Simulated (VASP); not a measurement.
Consider the following.

```
BaF2
1.0
    0.00000     3.06851     3.06851
    3.06851     0.00000     3.06851
    3.06851     3.06851     0.00000
Ba F
1 2
Cartesian
  0.00000   0.00000   0.00000
  1.53425   1.53425   1.53425
  4.60276   4.60276   4.60276
```

Method: r2SCAN+rVV10, VASP's PBE PAW potentials (set 64) (plane waves; VASP). Run with 520 eV cut-off, 6×6×6 Γ-centred mesh, Gaussian smearing of 0.050 eV, potentials Ba_sv F.

Question: Estimate the energy per atom (σ→0), pressure.

Answer: 
```
Property                                 Value
---------------------  -----------------------
energy per atom (σ→0)  -1424.7 kJ/mol of atoms
pressure                              2.14 GPa
```

The compound is BaF2 in the fluorite structure. This cell is one point of a volume scan, at 0.97 of the reference volume.
